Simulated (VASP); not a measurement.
VASP runs on AlN (zinc blende) share one base input (PBE GGA, plane waves, VASP's PBE PAW potentials (set 64)) and change the settings named in each case.

**KPOINTS**
```
Regular mesh
0
Gamma
 9 9 9
```

**INCAR**
```
ISIF = 2
SIGMA = 0.05
PREC = Accurate
NELM = 100
ALGO = Normal   ! blocked Davidson
EDIFF = 1E-6
LCHARG = .FALSE.
LREAL = .FALSE.   ! projection in real space or not
GGA = PE   ! PBE
ENCUT = 520   ! plane-wave cut-off (eV)
SYSTEM = AlN
LWAVE = .FALSE.
ISMEAR = 0
LASPH = .TRUE.   ! aspherical one-centre terms
```

### POSCAR
```
AlN
3.0971280
  0.0000000000   0.7071067131   0.7071067131
  0.7071067131   0.0000000000   0.7071067131
  0.7071067131   0.7071067131   0.0000000000
Al N
1 1
Cart
  0.0000000000   0.0000000000   0.0000000000
  0.3535533565   0.3535533565   0.3535533565
```

POTCAR, in this order: Al N (PBE.64 set). Program: vasp_std.

```tsv
change	E(σ→0) (eV/atom)	irreducible k-points
base run	-7.4223	35
KPOINTS 5×5×5 Γ-centred mesh	-7.4184	10
KPOINTS 6×6×6 Γ-centred mesh	-7.4214	16
KPOINTS 7×7×7 Γ-centred mesh	[?]	20
KPOINTS 10×10×10 Γ-centred mesh	-7.4223	47
KPOINTS 14×14×14 Γ-centred mesh	-7.4223	104
KPOINTS 15×15×15 Γ-centred mesh	-7.4223	120
```

**Question.** Some entries are withheld; supply them.

**Answer.** 
- KPOINTS 7×7×7 Γ-centred mesh, E(σ→0) (eV/atom): -7.4220

Left out are runs that ran out of time, are held back, or changed the cell or the kind of run, fixed moments of cells without a moment, rows past the twelfth, gaps on odd meshes, pressures of charged cells and columns that move by less than the noise.

The compound is AlN in the zinc blende structure, a metastable form; wurtzite is the usual one. The cell was not relaxed at this level.
